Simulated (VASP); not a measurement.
Output of a VASP run:

OSZICAR:
```
       N       E                     dE             d eps       ncg     rms          rms(c)
DAV:   1     0.519102401339E+02    0.51910E+02   -0.35370E+03   560   0.858E+02
DAV:   2     0.418809782275E+01   -0.47722E+02   -0.47327E+02   608   0.143E+02
DAV:   3     0.128707286315E+01   -0.29010E+01   -0.28992E+01   768   0.408E+01
DAV:   4     0.121256973313E+01   -0.74503E-01   -0.74523E-01   968   0.553E+00
DAV:   5     0.121197250096E+01   -0.59723E-03   -0.59723E-03   800   0.355E-01    0.108E+00
DAV:   6     0.121215711090E+01    0.18461E-03   -0.12296E-03   904   0.228E-01    0.662E-01
DAV:   7     0.121163352027E+01   -0.52359E-03   -0.33641E-03   696   0.363E-01    0.413E-02
DAV:   8     0.121140642813E+01   -0.22709E-03   -0.34667E-04   784   0.931E-02    0.148E-02
DAV:   9     0.121135794507E+01   -0.48483E-04   -0.89887E-05   656   0.402E-02    0.458E-03
DAV:  10     0.121135061432E+01   -0.73308E-05   -0.21684E-05   792   0.226E-02    0.176E-03
DAV:  11     0.121134983684E+01   -0.77747E-06   -0.17201E-06   792   0.597E-03
   1 F= 0.12113498E+01 E0= 0.12117535E+01  d E =0.121135E+01
```

File OUTCAR:
```
------------------------ aborting loop because EDIFF is reached ----------------------------------------
  FORCE on cell =-STRESS in cart. coord.  units (eV):
  Direction    XX          YY          ZZ          XY          YZ          ZX
  --------------------------------------------------------------------------------------
  Total       -0.0099293     -0.0099293     -0.0099293     -0.0000000      0.0000000     -0.0000000
  in kB       -0.1902449     -0.1902449     -0.1902449     -0.0000000      0.0000000     -0.0000000
  external PRESSURE =      -0.1902449 kB  Pullay stress =       0.0000000 kB
  volume of cell :       83.62
      direct lattice vectors                 reciprocal lattice vectors
    -2.754766057  2.754766057  2.754766057     0.000000000  0.181503616  0.181503616
     2.754766057 -2.754766057  2.754766057     0.181503616  0.000000000  0.181503616
     2.754766057  2.754766057 -2.754766057     0.181503616  0.181503616  0.000000000
 POSITION                                       TOTAL-FORCE (eV/Angst)
 -----------------------------------------------------------------------------------
      0.00000      0.00000      0.00000         0.000000      0.000000      0.000000
 -----------------------------------------------------------------------------------
    total drift:                               -0.000000      0.000000      0.000000
  FREE ENERGIE OF THE ION-ELECTRON SYSTEM (eV)
  ---------------------------------------------------
  free  energy   TOTEN  =         1.2113498368 eV

  energy  without entropy=        1.2125607084  energy(sigma->0) =        1.21175346

 reached required accuracy - stopping structural energy minimisation
```
(Selected blocks of OUTCAR.)

**POSCAR**
```
Rb
1
   -2.7547660569     2.7547660569     2.7547660569
    2.7547660569    -2.7547660569     2.7547660569
    2.7547660569     2.7547660569    -2.7547660569
Rb
1
Direct
  0.0000000000   1.0000000000   1.0000000000
```

Question: Write an INCAR and KPOINTS that could have produced this output.

Answer: Several could match; the one computed here: the input of the run itself, optB88-vdW, plane waves, VASP's PBE PAW potentials (set 64).

### INCAR
```
# general
SYSTEM   = Rb
PREC     = Accurate
ENCUT    = 520
LREAL    = .False.
LASPH    = .True.

# electronic loop
EDIFF    = 1E-6
NELM     = 100
ALGO     = Normal
LMAXMIX  = 4

# smearing
ISMEAR   = 1
SIGMA    = 0.1

# functional
GGA      = BO
LUSE_VDW = .True.
AGGAC    = 0.0
PARAM1   = 0.1833333333
PARAM2   = 0.22

# ions
IBRION   = 2
NSW      = 60
ISIF     = 3
EDIFFG   = -0.01

# output
LWAVE    = .False.
LCHARG   = .False.
```

**KPOINTS**
```
Automatic mesh
0
Gamma
9 9 9
0 0 0
```

POTCAR, in this order: Rb_sv (PBE.64 set). Program: vasp_std.

The compound is Rb in the bcc structure. It was relaxed first, which changed the volume by -7 %. The start is the result of an earlier pass.
